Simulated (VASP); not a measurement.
Data:

```
CELL_PARAMETERS angstrom
     -1.41512     1.41512     1.41512
      1.41512    -1.41512     1.41512
      1.41512     1.41512    -1.41512
ATOMIC_POSITIONS crystal
  Fe 0.00000 0.00000 0.00000
```
Starting moments (μB, in the order of the record's atoms Fe): 2.1.

Computed with PBE GGA with D3 dispersion (zero damping), VASP's PBE PAW potentials (set 64) (plane waves; VASP). Settings: 520 eV cut-off, 18×18×18 Γ-centred mesh, first-order Methfessel-Paxton smearing of 0.10 eV, potentials Fe.

### Question
Give the stress tensor in GPa (positive for a compressed cell).

### Answer

```
-5.67   0.00   0.00
 0.00  -5.67   0.00
 0.00   0.00  -5.67
```
The pressure is its mean diagonal, -5.67 GPa.

The compound is Fe in the bcc structure. This cell is one point of a volume scan, at 1.03 of the reference volume.
